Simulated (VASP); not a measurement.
A VASP calculation is set up with these files.

File POSCAR:
```
BaO
1
    0.0000000000     2.7700000000     2.7700000000
    2.7700000000     0.0000000000     2.7700000000
    2.7700000000     2.7700000000     0.0000000000
Ba O
1 1
Direct
  0.0000000000   0.0000000000   0.0000000000
  0.5000000000   0.5000000000   0.5000000000
```

**KPOINTS**
```
K-points
0
gamma
 8 8 8
0 0 0
```

**INCAR**
```
ALGO = Normal
EDIFF = 1E-6
EDIFFG = -0.01
ENCUT = 520
GGA = 91
IBRION = 2
ISIF = 3
ISMEAR = 0
LASPH = T
LCHARG = F
LMAXMIX = 4
LREAL = F
LWAVE = F
NELM = 100
NSW = 60
PREC = Accurate
SIGMA = 0.05
SYSTEM = BaO
```

POTCAR, in this order: Ba_sv O (PBE.64 set). Program: vasp_std.

Q: Write an equivalent input for Quantum ESPRESSO's pw.x.

A: One equivalent input (not run):
```
&CONTROL
  calculation = 'vc-relax'
  pseudo_dir = './pseudo'
  outdir = './out'
  tprnfor = .true.
  tstress = .true.
  nstep = 60
  forc_conv_thr = 0.00039
/
&SYSTEM
  ibrav = 0
  nat = 2
  ntyp = 2
  ecutwfc = 84
  occupations = 'smearing'
  smearing = 'gaussian'
  degauss = 0.003675
  input_dft = 'pw91'
/
&ELECTRONS
  conv_thr = 7.3e-08
  electron_maxstep = 100
/
&IONS
/
&CELL
/
ATOMIC_SPECIES
  Ba 137.327 Ba.upf
  O 15.999 O.upf
CELL_PARAMETERS angstrom
     0.0000000    2.7700000    2.7700000
     2.7700000    0.0000000    2.7700000
     2.7700000    2.7700000    0.0000000
ATOMIC_POSITIONS crystal
  Ba   0.0000000  0.0000000  0.0000000
  O    0.5000000  0.5000000  0.5000000
K_POINTS automatic
  8 8 8 0 0 0
```
Limits of the translation: the potentials are each code's own (VASP's PAW set, PseudoDojo norm-conserving files in pw.x), so ENCUT and ecutwfc are chosen apart and not converted; conv_thr bounds pw.x's estimated SCF error, while EDIFF bounds the energy change between steps; forc_conv_thr acts on force components and is met together with etot_conv_thr.

The compound is BaO in the rock salt structure. This run relaxes it. Symmetry was kept, so distortions that lower it aren't found.
